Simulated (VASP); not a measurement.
# What goes wrong when the gap of C (Diamond) is computed with a bad input, part 2 of 2

Aim: see how common mistakes in a band-structure run show up, on C (Diamond). The starting structure is a measured crystal structure from the Crystallography Open Database. Cell and atoms stay as given unless a step says otherwise.

VASP 6.6.1.

Results so far: reference 4.115 eV.

### 5. Bands with one electron missing

Level of this step: LDA; plane waves and PAW (C) (VASP).

A slip made on purpose: one electron missing. Against step 2 the input has NELECT = 7 (also changed: NELM).

The input, INCAR:

```
SYSTEM = C
PREC = Accurate
ENCUT = 460
EDIFF = 1E-06
NELM = 60
ISMEAR = 0
SIGMA = 0.03
LREAL = .FALSE.
ALGO = Normal
GGA = CA
NBANDS = 16
LORBIT = 11
LWAVE = .FALSE.
LCHARG = .FALSE.
KPAR = 4
LASPH = .TRUE.
NELECT = 7
```

The input, POSCAR:

```
C
1.0
    0.0000000000      1.7833700000      1.7833700000
    1.7833700000      0.0000000000      1.7833700000
    1.7833700000      1.7833700000      0.0000000000
C
2
Direct
    0.7500000000      0.7500000000      0.7500000000
    0.5000000000      0.5000000000      0.5000000000
```

The input, KPOINTS:

```
Automatic mesh
0
Gamma
10 10 10
0 0 0
```

The input, KPOINTS_OPT:

```
Line mode
10
Line-mode
Reciprocal
  0.00000000   0.00000000   0.00000000 GAMMA
  0.50000000   0.00000000   0.50000000 X

  0.50000000   0.00000000   0.50000000 X
  0.50000000   0.25000000   0.75000000 W

  0.50000000   0.25000000   0.75000000 W
  0.37500000   0.37500000   0.75000000 K

  0.37500000   0.37500000   0.75000000 K
  0.00000000   0.00000000   0.00000000 GAMMA

  0.00000000   0.00000000   0.00000000 GAMMA
  0.50000000   0.50000000   0.50000000 L

  0.50000000   0.50000000   0.50000000 L
  0.62500000   0.25000000   0.62500000 U

  0.62500000   0.25000000   0.62500000 U
  0.50000000   0.25000000   0.75000000 W

  0.50000000   0.25000000   0.75000000 W
  0.50000000   0.50000000   0.50000000 L

  0.50000000   0.50000000   0.50000000 L
  0.37500000   0.37500000   0.75000000 K

  0.62500000   0.25000000   0.62500000 U
  0.50000000   0.00000000   0.50000000 X
```

The projector-augmented-wave data sets are C (LDA family, release 64).

Started as:

```console
mpirun -np 4 vasp_std
```

Output:

```text
[... set-up lines as in an earlier step ...]
 entering main loop
       N       E                     dE             d eps       ncg     rms          rms(c)
DAV:   1    -0.849841820561E+01   -0.84984E+01   -0.32317E+03  1560   0.344E+02
DAV:   2    -0.268671167785E+02   -0.18369E+02   -0.17644E+02  2016   0.933E+01
DAV:   3    -0.271069674419E+02   -0.23985E+00   -0.23973E+00  1656   0.806E+00
DAV:   4    -0.271071455348E+02   -0.17809E-03   -0.17809E-03  1992   0.282E-01
DAV:   5    -0.271071456904E+02   -0.15559E-06   -0.15545E-06  1696   0.693E-03BRMIX: very serious problems
 the old and the new charge density differ
 old charge density:     8.00000 new    7.00000
BRMIX: very serious problems
 the old and the new charge density differ
 old charge density:     8.00000 new    7.00000
BRMIX: very serious problems
 the old and the new charge density differ
 old charge density:     8.00000 new    7.00000
BRMIX: very serious problems
 the old and the new charge density differ
 old charge density:     8.00000 new    7.00000
    0.490E+00
[...]
DAV:   8    -0.274778818931E+02    0.20390E-02   -0.20968E-03  1624   0.267E-01    0.112E-01
DAV:   9    -0.274776873054E+02    0.19459E-03   -0.12593E-03  1656   0.196E-01    0.945E-02
DAV:  10    -0.274775297612E+02    0.15754E-03   -0.11737E-04  1696   0.612E-02    0.326E-02
DAV:  11    -0.274775142043E+02    0.15557E-04   -0.22946E-05  1888   0.266E-02    0.110E-02
DAV:  12    -0.274775142200E+02   -0.15748E-07   -0.58934E-07  1304   0.463E-03
   1 F= -.27477514E+02 E0= -.27477037E+02  d E =-.955170E-03
 Start KPOINTS_OPT (optional k-point list driver)
k-point batch [1-47\100]
       N       E                     dE             ncg
DAV:   1     0.723453045202E+03   -0.11165E+05     1584
DAV:   2     0.414664729274E+02   -0.68199E+03     1976
DAV:   3     0.321033887693E+02   -0.93631E+01     1672
DAV:   4     0.320954390365E+02   -0.79497E-02     2048
DAV:   5     0.320954304185E+02   -0.86180E-05     1688
DAV:   6     0.320954304073E+02   -0.11147E-07     1656
[...]
k-point batch [95-100\100]
       N       E                     dE             ncg
DAV:   1     0.139012593695E+05   -0.19964E+04      200
DAV:   2     0.137955163680E+05   -0.10574E+03      240
DAV:   3     0.137942065112E+05   -0.13099E+01      248
DAV:   4     0.137942055749E+05   -0.93628E-03      256
DAV:   5     0.137942055741E+05   -0.73358E-06      224
```

It took 3.2 s on 4 MPI ranks of Intel Xeon 6975P-C (Granite Rapids), shared host; peak memory 0.44 GiB; 10 s of CPU time.

OUTCAR, selected parts (step 5):

```text
  Total      -13.5800020    -13.5800020    -13.5800020      0.0000000      0.0000000      0.0000000
  in kB    -1918.0328867  -1918.0328867  -1918.0328867      0.0000000      0.0000000      0.0000000
  external PRESSURE =   -1918.0328867 kB  Pullay stress =       0.0000000 kB

  FREE ENERGIE OF THE ION-ELECTRON SYSTEM (eV)
  ---------------------------------------------------
  free  energy   TOTEN  =       -27.4775142200 eV

  energy  without entropy=      -27.4765590497  energy(sigma->0) =      -27.47703663

[... 3 parts as in an earlier step ...]

[... 1 further part left out ...]
[key lines of the parts left out:]
E-fermi :   6.0252
```

With one electron missing there is no gap to read, since by its occupations the run counts as a metal (its levels may still leave one).

### 6. Bands with a fixed density without a density file

A slip made on purpose: a fixed density without a density file. Against step 2 the input has ICHARG = 11 (also changed: NELM).

Changes to INCAR since step 5:

```diff
@@ -16,2 +16,2 @@
 LASPH = .TRUE.
-NELECT = 7
+ICHARG = 11
```

POSCAR is that of step 5.

KPOINTS is that of step 5.

KPOINTS_OPT is that of step 5.

Started as:

```console
mpirun -np 4 vasp_std
```

Output:

```text
[banner, memory and clock lines left out]
[...]
LDA part: xc-table for (Slater(with rela. corr.)+CA(PZ))
 , standard interpolation
 POSCAR, INCAR and KPOINTS ok, starting setup
[...]
WARNING: CHGCAR is incomplete
|                                                                             |
|     EEEEEEE  RRRRRR   RRRRRR   OOOOOOO  RRRRRR      ###     ###     ###     |
|     E        R     R  R     R  O     O  R     R     ###     ###     ###     |
|     E        R     R  R     R  O     O  R     R     ###     ###     ###     |
|     EEEEE    RRRRRR   RRRRRR   O     O  RRRRRR       #       #       #      |
|     E        R   R    R   R    O     O  R   R                               |
|     E        R    R   R    R   O     O  R    R      ###     ###     ###     |
|     EEEEEEE  R     R  R     R  OOOOOOO  R     R     ###     ###     ###     |
|                                                                             |
|     ERROR: charge density could not be read from file CHGCAR for            |
|     ICHARG>10                                                               |
|                                                                             |
|       ---->  I REFUSE TO CONTINUE WITH THIS SICK JOB ... BYE!!! <----       |
|                                                                             |

1
1
1
1

[... 1 part as in an earlier step ...]
```

The job ended after 4 s (4 MPI ranks).

VASP stopped with this message: “ERROR: charge density could not be read from file CHGCAR for ICHARG>10”.

### 7. All runs side by side

```
                                        run            ended  gap (eV)  core minutes
                                  reference        converged     4.115         0.147
                             no empty bands        converged         -          0.08
a hybrid's name typed into the meta-GGA tag  stopped by VASP         -         0.253
                       one electron missing        converged      none         0.213
     a fixed density without a density file  stopped by VASP         -         0.267
```

Core minutes are wall time times ranks of the run shown, on a shared host.

### 8. Outcome

```
reference gap                                        : 4.115 eV
gap with one electron missing                        : none to read from the occupations
run with no empty bands                              : converged
run with a hybrid's name typed into the meta-GGA tag : stopped by VASP
run with a fixed density without a density file      : stopped by VASP
```

What this shows: VASP stopped by itself in the runs with a hybrid's name typed into the meta-GGA tag and a fixed density without a density file. The run without empty bands converged, and still can't show a gap. Finished, but with signs in the output that stand out against the reference: one electron missing, with no gap to read, since by its occupations the run counts as a metal (its levels may still leave one) (signs: a warning on the charge density and a stress of up to 191.8 GPa). Further runs on this material are not shown.

[Lines on the potential files, build, host, timing and source positions are cut from VASP's logs without a mark.]

[Logs are printed without paths, hosts, clocks, repeated set-up lines and the standing remarks that a program may print on its own settings, such as how far it seeks lower states.]

[Hosts, paths, dates, database ids (printed as entryN), source tags and the programs' standing remarks are cut or masked in the printed files.]
